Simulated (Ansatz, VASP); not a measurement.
**TiO2 (Rutile) in two plane-wave programs**

One calculation is typed for both programs; each brings its own data sets and cutoff. How far apart do they land?

Method: plane waves, with VASP 6.6.1 beside it; single point at PBE, in Ansatz 0.2.0.

## 1. Set-up

The structure is tetragonal, space group P4_2/mnm (No. 136). The conventional cell has a = 4.638 Å, b = 4.638 Å, c = 2.957 Å, α = 90.00°, β = 90.00°, γ = 90.00°. Ti has 6 O at 1.96 to 1.99 Å nearest. Nearest to O lie 3 Ti at 1.96 to 1.99 Å. Farther neighbours and most contacts between anions are not listed.

As a file:

```cif
data_structure
_symmetry_space_group_name_H-M 'P4_2/mnm'
_symmetry_Int_Tables_number 136
_cell_length_a 4.6381
_cell_length_b 4.6381
_cell_length_c 2.9574
_cell_angle_alpha 90.000
_cell_angle_beta 90.000
_cell_angle_gamma 90.000
_cell_volume 63.62
loop_
_atom_site_label
_atom_site_type_symbol
_atom_site_symmetry_multiplicity
_atom_site_Wyckoff_symbol
_atom_site_fract_x
_atom_site_fract_y
_atom_site_fract_z
_atom_site_occupancy
Ti1 Ti 2 a 0.50000 0.50000 0.50000 1
O1 O 4 f 0.80403 0.19597 0.50000 1
```

## 2. VASP: single point, PBE

A single point gives forces, pressure and levels at one fixed geometry, so differences don't come from the geometry; what else differs is listed under the comparison.

Lines of VASP's logs that name or quote its potential files are left out, and so is its time.

File INCAR:

```
SYSTEM = TiO2
PREC = Accurate
ENCUT = 440
EDIFF = 1E-08
NELM = 100
ISMEAR = 0
SIGMA = 0.01
LREAL = .FALSE.
ALGO = Normal
GGA = PE
NBANDS = 30
LASPH = .TRUE.
LORBIT = 11
LWAVE = .TRUE.
LCHARG = .FALSE.
KPAR = 8
```

File POSCAR:

```
TiO2
1.0
    4.6381220000      0.0000000000      0.0000000000
    0.0000000000      4.6381220000      0.0000000000
    0.0000000000      0.0000000000      2.9574000000
Ti O
2 4
Direct
    0.5000000000      0.5000000000      0.5000000000
    0.0000000000      0.0000000000      0.0000000000
    0.8040255103      0.1959744897      0.5000000000
    0.6959744897      0.6959744897      0.0000000000
    0.1959744897      0.8040255103      0.5000000000
    0.3040255103      0.3040255103      0.0000000000
```

File KPOINTS:

```
Automatic mesh
0
Gamma
4 4 4
0 0 0
```

The projector-augmented-wave data sets are Ti_sv_GW and O_GW (PBE family, release 64).

Run with:

```console
$ mpirun -np 8 vasp_std
```

Numbers of over 12 decimals in the logs are rounded to 6 here.

The log of the run:

```text
[banner, memory and clock lines left out]
running    8 mpi-ranks, on    1 nodes
 distrk:  each k-point on    1 cores,    8 groups
 distr:  one band on    1 cores,    1 groups

 POSCAR found type information on POSCAR TiO
 POSCAR found :  2 types and       6 ions
|                                                                             |
|           W    W    AA    RRRRR   N    N  II  N    N   GGGG   !!!           |
|           W    W   A  A   R    R  NN   N  II  NN   N  G    G  !!!           |
|           W    W  A    A  R    R  N N  N  II  N N  N  G       !!!           |
|           W WW W  AAAAAA  RRRRR   N  N N  II  N  N N  G  GGG   !            |
|           WW  WW  A    A  R   R   N   NN  II  N   NN  G    G                |
|           W    W  A    A  R    R  N    N  II  N    N   GGGG   !!!           |
|                                                                             |
|     For optimal performance we recommend to set                             |
|       NCORE = 2 up to number-of-cores-per-socket                            |
|     NCORE specifies how many cores store one orbital (NPAR=cpu/NCORE).      |
|     This setting can greatly improve the performance of VASP for DFT.       |
|     The default, NCORE=1 might be grossly inefficient on modern             |
|     multi-core architectures or massively parallel machines. Do your        |
|     Unfortunately you need to use the default for GW and RPA                |
|     calculations (for HF NCORE is supported but not extensively tested      |
|     yet).                                                                   |
|                                                                             |

 LDA part: xc-table for (Slater+PW92), standard interpolation
 POSCAR, INCAR and KPOINTS ok, starting setup
 FFT: planning ... GRIDC
 FFT: planning ... GRID_SOFT
 FFT: planning ... GRID
 WAVECAR not read
 entering main loop
       N       E                     dE             d eps       ncg     rms          rms(c)
DAV:   1     0.837522603304E+03    0.83752E+03   -0.21996E+04  1232   0.161E+03
DAV:   2     0.403732236212E+02   -0.79715E+03   -0.77060E+03  1770   0.968E+02
DAV:   3    -0.771540198447E+02   -0.11753E+03   -0.11407E+03  1890   0.361E+02
DAV:   4    -0.814796809419E+02   -0.43257E+01   -0.43087E+01  1832   0.767E+01
DAV:   5    -0.817015345976E+02   -0.22185E+00   -0.22102E+00  1856   0.190E+01    0.260E+01
DAV:   6    -0.587726682404E+02    0.22929E+02   -0.11740E+02  1872   0.118E+02    0.107E+01
DAV:   7    -0.584080924241E+02    0.36458E+00   -0.11364E+01  1976   0.491E+01    0.396E+00
DAV:   8    -0.585227341814E+02   -0.11464E+00   -0.26273E+00  1976   0.233E+01    0.386E+00
DAV:   9    -0.582566215984E+02    0.26611E+00   -0.19659E+00  1928   0.237E+01    0.119E+00
DAV:  10    -0.582346299350E+02    0.21992E-01   -0.23092E-01  1984   0.701E+00    0.322E-01
DAV:  11    -0.582324726139E+02    0.21573E-02   -0.11261E-02  1896   0.169E+00    0.825E-02
DAV:  12    -0.582333712073E+02   -0.89859E-03   -0.73379E-03  2004   0.105E+00    0.199E-01
DAV:  13    -0.582325396339E+02    0.83157E-03   -0.42508E-03  1904   0.988E-01    0.229E-02
DAV:  14    -0.582325423376E+02   -0.27037E-05   -0.17170E-04  1880   0.186E-01    0.699E-03
DAV:  15    -0.582325429096E+02   -0.57198E-06   -0.96533E-06  2008   0.326E-02    0.197E-03
DAV:  16    -0.582325430563E+02   -0.14674E-06   -0.68343E-07  2008   0.103E-02    0.323E-04
DAV:  17    -0.582325429944E+02    0.61886E-07   -0.39063E-08  1128   0.339E-03    0.474E-04
DAV:  18    -0.582325430035E+02   -0.90986E-08   -0.10853E-08   888   0.268E-03
   1 F= -.58232543E+02 E0= -.58232543E+02  d E =-.428672E-54
 writing wavefunctions
```

Parts of OUTCAR (step 2):

```text
ion  position               nearest neighbor table
   1  0.500  0.500  0.500-   4 1.96   6 1.96   4 1.96   6 1.96   5 1.99   3 1.99
   2  0.000  0.000  0.000-   3 1.96   5 1.96   3 1.96   5 1.96   4 1.99   6 1.99
   3  0.804  0.196  0.500-   2 1.96   2 1.96   1 1.99
   4  0.696  0.696  0.000-   1 1.96   1 1.96   2 1.99
   5  0.196  0.804  0.500-   2 1.96   2 1.96   1 1.99
   6  0.304  0.304  0.000-   1 1.96   1 1.96   2 1.99

  LATTYP: Found a simple tetragonal cell.
 ALAT       =     4.6381220000
 C/A-ratio  =     0.6376287644

 Subroutine GETGRP returns: Found 16 space group operations
 (whereof  8 operations were pure point group operations)

The static configuration has the point symmetry D_2h.
 The point group associated with its full space group is D_4h.

 Found     18 irreducible k-points:

   k-points           NKPTS =     18   k-points in BZ     NKDIM =     18   number of bands    NBANDS=     30

   dimension x,y,z NGX =    32 NGY =   32 NGZ =   20
   dimension x,y,z NGXF=    64 NGYF=   64 NGZF=   40

   ENCUT  =  440.0 eV  32.34 Ry    5.69 a.u.   7.93  7.93  5.06*2*pi/ulx,y,z

   NELECT =      48.0000    total number of electrons

 k-points in reciprocal lattice and weights: Automatic mesh
   0.00000000  0.00000000  0.00000000       0.016
   0.25000000  0.00000000  0.00000000       0.062
   0.50000000  0.00000000  0.00000000       0.031
   0.25000000  0.25000000  0.00000000       0.062
   0.50000000  0.25000000  0.00000000       0.062
   0.50000000  0.50000000  0.00000000       0.016
   0.00000000  0.00000000  0.25000000       0.031
   0.25000000  0.00000000  0.25000000       0.125
   0.50000000  0.00000000  0.25000000       0.062
[...]
0.50000000  0.25000000  0.50000000       0.062
   0.50000000  0.50000000  0.50000000       0.016

 average (electrostatic) potential at core
       1 -99.5917       2 -99.5917       3 -69.5370       4 -69.5370       5 -69.5370
       6 -69.5370

 E-fermi :   4.7306

 k-point     1 :       0.0000    0.0000    0.0000
  band No.  band energies     occupation
    ...
     20       2.7155      2.00000
     21       3.9429      2.00000
     22       4.1631      2.00000
     23       4.1631      2.00000
     24       4.6230      2.00000
     25       6.4335      0.00000
     26       6.6920      0.00000
     27       6.9927      0.00000
     28       7.0887      0.00000
     29       7.0887      0.00000
    ...

 k-point     2 :       0.2500    0.0000    0.0000
  band No.  band energies     occupation
    ...
     20       2.7582      2.00000
     21       3.1938      2.00000
     22       3.5985      2.00000
     23       3.8146      2.00000
     24       4.3993      2.00000
     25       6.7187      0.00000
     26       7.0166      0.00000
     27       7.3055      0.00000
     28       7.3716      0.00000
     29       7.3879      0.00000
    ...

 k-point     3 :       0.5000    0.0000    0.0000
  band No.  band energies     occupation
    ...
     20       1.5858      2.00000
     21       3.0424      2.00000
     22       3.0424      2.00000
     23       3.9006      2.00000
     24       3.9006      2.00000
     25       7.0743      0.00000
     26       7.0743      0.00000
     27       7.5890      0.00000
     28       7.5890      0.00000
     29       8.1236      0.00000
    ...

  Total       -1.4748922     -1.4748922     -1.0261884     -0.0000000      0.0000000      0.0000000
  in kB      -37.1429560    -37.1429560    -25.8430220     -0.0000000      0.0000000      0.0000000
  external PRESSURE =     -33.3763113 kB  Pullay stress =       0.0000000 kB

  energy-cutoff  :      440.00
  volume of cell :       63.62
      direct lattice vectors                 reciprocal lattice vectors
     4.638122000  0.000000000  0.000000000     0.215604505  0.000000000  0.000000000
     0.000000000  4.638122000  0.000000000     0.000000000  0.215604505  0.000000000
     0.000000000  0.000000000  2.957400000     0.000000000  0.000000000  0.338134848

 POSITION                                       TOTAL-FORCE (eV/Angst)
 -----------------------------------------------------------------------------------
      2.31906      2.31906      1.47870        -0.000000      0.000000      0.000000
      0.00000      0.00000      0.00000        -0.000000      0.000000      0.000000
      3.72917      0.90895      1.47870         0.079702     -0.079702      0.000000
      3.22801      3.22801      0.00000        -0.079702     -0.079702      0.000000
      0.90895      3.72917      1.47870        -0.079702      0.079702      0.000000
      1.41011      1.41011      0.00000         0.079702      0.079702      0.000000
 -----------------------------------------------------------------------------------
    total drift:                               -0.000000     -0.000000     -0.000000

  FREE ENERGIE OF THE ION-ELECTRON SYSTEM (eV)
  ---------------------------------------------------
  free  energy   TOTEN  =       -58.2325430035 eV

  energy  without entropy=      -58.2325430035  energy(sigma->0) =      -58.23254300

 total charge
# of ion       s       p       d       f       tot
--------------------------------------------------
    1        2.221   6.132   1.395   0.039   9.787
    2        2.221   6.132   1.395   0.039   9.787
    3        1.554   3.457   0.000   0.000   5.011
    4        1.554   3.457   0.000   0.000   5.011
    5        1.554   3.457   0.000   0.000   5.011
    6        1.554   3.457   0.000   0.000   5.011
--------------------------------------------------
tot         10.657  26.093   2.790   0.079  39.618

[... 3 further parts left out ...]
```

The run ends at a pressure of -3.34 GPa, with forces up to 0.11 eV/Å.

## 3. Ansatz: single point, PBE

Ansatz runs on its default PAW (the set named soft_2) files.

The same cell, functional, mesh and smearing now go to Ansatz, which takes its cutoff from its data sets.

File input.yaml:

```yaml
crystal:
  lattice:
    - [4.638122, 0.0, 0.0]
    - [0.0, 4.638122, 0.0]
    - [0.0, 0.0, 2.9574]
  atoms:
    - { symbol: Ti, position: [0.5, 0.5, 0.5] }
    - { symbol: Ti, position: [0.0, 0.0, 0.0] }
    - { symbol: O, position: [0.8040255103, 0.1959744897, 0.5] }
    - { symbol: O, position: [0.6959744897, 0.6959744897, 0.0] }
    - { symbol: O, position: [0.1959744897, 0.8040255103, 0.5] }
    - { symbol: O, position: [0.3040255103, 0.3040255103, 0.0] }
hamiltonian:
  xc: pbe
  pseudopotentials: { kind: paw }
kpoints:
  mp_grid: { grid: [4, 4, 4] }
scf:
  occupations: { method: gaussian, width: 0.01 }
  n_extra_bands: 5
output:
  forces: true
  stress: true
  eigenvalues: true
```

Run with:

```console
$ ansatz run input.yaml --threads 4 --pin off --max-ram 9216MiB --backend cpu --events-out ev --progress --plain --runs-dir out
```

The log of the run:

```text
scf.n_extra_bands = 5 over 24 filled bands (N_el = 48.0): the run solves 29 bands
Engine: ansatz 0.2.0, aarch64-unknown-linux-gnu
Pseudopotentials: kind: paw
Pseudopotential: Ti, paw, valence charge 12, recommended cutoff 420 eV (normal), Ti.paw.azcp
Pseudopotential: O, paw, valence charge 6, recommended cutoff 420 eV (normal), O.paw.azcp
Functional definition: PBE
  parameter kappa = 0.804
  parameter beta = 0.066725
  exchange = pbe_x(kappa = kappa, mu = beta*pi^2/3)
  correlation = pbe_c(beta = beta)
Crystal: 6 atoms, lattice volume = 63.620 Å³
Basis set: ecut = 420 eV, 1241 PW (Γ), exchange–correlation on 64×64×40 points (8 copies of the dense FFT grid, shifted against one another)
Bands: 29, of which v1, the nominal top of the filled ones, is band 24 counted from 1 (23 counted from 0)
Symmetry: 16 space group operations
Space group: P42/mnm (ITA 136), of the structure as read, at distance tolerance 4.0e-5 Å
k-points: 18 of 64
Non-local potential: Ti, projectors of the file, l = 0: 3, l = 1: 2, l = 2: 3, l = 3: 1
Non-local potential: O, projectors of the file, l = 0: 2, l = 1: 2, l = 2: 1
PAW form: soft (Blöchl's): semilocal exchange-correlation on the pseudo side does not see the compensation charge
PAW one-centre angular grid: Ti, 590 points (default); XC on 64 Gauss nodes
PAW one-centre angular grid: O, 110 points (default); XC on 64 Gauss nodes
Initial density: superposition of atomic densities (neutral atoms: chi_scale 0, normalization atom), corrected by the library's trained network
Initial wavefunctions: pseudopotential atomic-orbital guess
Functional: x = pbe(κ = 0.804, μ = 0.219515), c = pbe(β = 0.066725)
SCF iter   1: F=—  HF=-7277.286526 eV  |F-HF|=—  |Δ(HF+E_count)|=         —  Δρ=2.11e-3  dr2=1.42e-3  ethr=1.77e-3  ⟨swp⟩=5.7  Hψ=2164  notcnv=0
preconditioner: auto → Resta (q_TF=auto, 2.603 Å⁻¹)  ε∞=9.3  [insulator: Δε(μ)=1.805 eV  Ē_g=9.152 eV  σ=0.010 eV  W_gap=1.00  n_scr=18 (ndim 8)  ℏωp=26.3 eV  f_vac=0.020  D(μ)=0.00/eV (n_scr^D=0)  ε∞_Penn≈9.3]
SCF iter   2: F=—  HF=-7277.287263 eV  |F-HF|=—  |Δ(HF+E_count)|=   7.37e-4  Δρ=1.24e-3  dr2=4.74e-4  ethr=2.96e-6  ⟨swp⟩=2.5  Hψ=1027  notcnv=0  defer=18
SCF iter   3: F=—  HF=-7277.287584 eV  |F-HF|=—  |Δ(HF+E_count)|=   3.21e-4  Δρ=6.49e-4  dr2=1.90e-4  ethr=9.87e-7  ⟨swp⟩=2.0  Hψ=792  notcnv=0  defer=18
SCF iter   4: F=—  HF=-7277.287680 eV  |F-HF|=—  |Δ(HF+E_count)|=   9.66e-5  Δρ=1.12e-4  dr2=7.25e-6  ethr=3.97e-7  ⟨swp⟩=2.0  Hψ=700  notcnv=0  defer=18
SCF iter   5: F=—  HF=-7277.287737 eV  |F-HF|=—  |Δ(HF+E_count)|=   5.67e-5  Δρ=3.03e-5  dr2=4.90e-7  ethr=1.51e-8  ⟨swp⟩=2.0  Hψ=785  notcnv=0  defer=18
SCF iter   6: F=-7277.287737 eV  HF=-7277.287737 eV  |F-HF|=6.93e-8  |Δ(HF+E_count)|=   1.38e-7  Δρ=1.08e-5  dr2=8.13e-8  ethr=2.08e-10  ⟨swp⟩=7.2  Hψ=2219  notcnv=0
SCF 1 converged in 6 iterations: F = -7277.287737 eV  dr2 = 8.13e-8
  greatest PAW one-centre occupation: 0.999 electrons in one spin orbital (limit 2), on the Ti atom at site 1 (counted from 0), in its partial waves of l = 0
SCF converged after 6 iterations
Free energy (F): -7277.287737 eV
Harris-Foulkes:  -7277.287737 eV  (|F-HF|=6.93e-8)
Internal energy: -7277.287737 eV  (E = F + TS)
E sigma→0 (E₀):  -7277.287737 eV
Fermi energy:    9.757892 eV
--- Per-component energies (eV) ---
  E_band       = -403.991825
  E_kinetic    = 1244.555633
  E_local      = -3119.930948  (includes V_loc(G=0)·N_el)
  E_nonlocal   = 196.263698
  E_hartree    = 1186.763229
  E_xc         = -492.223248
  E_vxc        = -623.341994  (∫ρ·V_xc dr)
  E_paw        = -2721.524661  (= ΣΔE_a)
  E_vpaw       = -475.066203  (= ΣTr[D̂ρ^β])
  E_aug_tail   = 0.010237  (compensation charges beyond the density's cutoff)
  E_ewald      = -3571.201678
  E_smearing   = -0.000000  (= −TS)
  E_closure    = 0.000000  (closes the sum)
  Σ components = -7277.287737   (vs F -7277.287737, Δ=0.00e0)
--- Forces (eV/Å), atoms counted from 1 ---
  atom   1  Ti     0.00000000     0.00000000     0.00000000
  atom   2  Ti     0.00000000    -0.00000000     0.00000000
  atom   3  O      0.08053933    -0.08053933     0.00000000
  atom   4  O     -0.08053933    -0.08053933     0.00000000
  atom   5  O     -0.08053933     0.08053933     0.00000000
  atom   6  O      0.08053933     0.08053933     0.00000000
  max |Σ_I F_I| component: 5.55e-17 eV/Å
--- Stress (GPa, compression-positive) ---
        0.427095       0.000000       0.000000
        0.000000       0.427095       0.000000
        0.000000       0.000000       1.445298
  P = ⅓ Tr σ = 0.7665 GPa (7.665 kbar)
--- Band table (eV; the first three rows and the last of 18) ---
  k-point 0: bands = [... 20 lower, 8.1755, 8.3967, 8.3967, 8.8476, 10.6682, 10.9285, 11.2247, 11.3206, ... 1 higher]
  k-point 1: bands = [... 20 lower, 7.0967, 7.3730, 7.3730, 8.4200, 11.0367, 11.3394, 11.6308, 11.9162, ... 1 higher]
  k-point 2: bands = [... 20 lower, 6.5771, 6.5771, 7.4372, 7.4372, 11.7540, 11.7540, 12.0210, 12.0210, ... 1 higher]
  k-point 17: bands = [... 20 lower, 7.6019, 7.6019, 8.1772, 8.1772, 11.4036, 11.4036, 11.9819, 11.9819, ... 1 higher]
```

Elapsed: 0.53 s, on 4 threads of Arm Neoverse V2, shared host; peak memory 0.35 GiB.

In the SCF lines HF is the Harris–Foulkes energy and dr2 the Hartree energy of the density residual, in eV; the loop may stop once dr2 is under the threshold and the program's other checks hold. Hψ counts applications of the Hamiltonian.

The run ends at a pressure of 0.77 GPa, with forces up to 0.11 eV/Å.

## 4. Comparison

Known differences besides the potentials themselves: the cutoff is 420 eV in Ansatz and 440 eV in VASP. Total energies have different zeros and are not compared.

Both answers:

```tsv
quantity	Ansatz	VASP	difference
gap on the k mesh (eV)	1.821	1.810	+0.010
```

Forces (eV/Å; atoms numbered as in POSCAR):

```tsv
atom	Ansatz x, y, z	VASP x, y, z
Ti1	0.000, 0.000, 0.000	0.000, 0.000, 0.000
Ti2	0.000, 0.000, 0.000	0.000, 0.000, 0.000
O3	0.081, -0.081, 0.000	0.080, -0.080, 0.000
O4	-0.081, -0.081, 0.000	-0.080, -0.080, 0.000
O5	-0.081, 0.081, 0.000	-0.080, 0.080, 0.000
O6	0.081, 0.081, 0.000	0.080, 0.080, 0.000
```

The forces differ by 0.6 meV/Å r.m.s., which is 1.1 % of the r.m.s. force of 0.05 eV/Å (both taken over all components). Not compared: the pressure (VASP's GW data sets at this cutoff don't carry it). A gap on the mesh is an upper bound, since the band edges may lie between its points.

## 5. What the set-up changes

Further runs change the set-up of one program: Ansatz's method, potentials or start, or VASP's data sets, cutoff or form of LDA. The table gives Ansatz less VASP for each quantity, since a change that brings one quantity closer may part another.

```tsv
run	r.m.s. force difference (meV/Å)	gap on the k mesh (eV)
as above	0.56	0.010
Ansatz's all-electron LAPW method	0.76	0.0042
Ansatz's larger PAW set (cutoff 910 eV)	0.62	0.0040
norm-conserving potentials (cutoff 1240 eV)	2.3	0.010
```

## 6. Results

```json
{
 "r.m.s. force difference (single point, PBE)": "0.56 meV/Å"
}
```

**Reading.** The r.m.s. force difference is 0.56 meV/Å (single point, PBE), within the 12 meV/Å picked in this series as the mark of a large difference. Single point, PBE, Ansatz's all-electron LAPW method: r.m.s. force difference goes from 0.56 to 0.76 meV/Å; the difference in gap on the k mesh goes from 0.010 to 0.0042 eV. Single point, PBE, Ansatz's larger PAW set (cutoff 910 eV): the difference in gap on the k mesh goes from 0.010 to 0.0040 eV. Single point, PBE, norm-conserving potentials (cutoff 1240 eV): r.m.s. force difference goes from 0.56 to 2.3 meV/Å. Such differences can come from data sets, numerical settings and the points named under the comparisons, not from the functional's error against experiment.

[Lines on the potential files, build, host, timing and source positions are cut from VASP's logs without a mark.]

[Logs are printed without paths, hosts, clocks, repeated set-up lines and the standing remarks that a program may print on its own settings, such as how far it seeks lower states.]

[Hosts, paths, dates, database ids (printed as entryN), source tags and the programs' standing remarks are cut or masked in the printed files.]
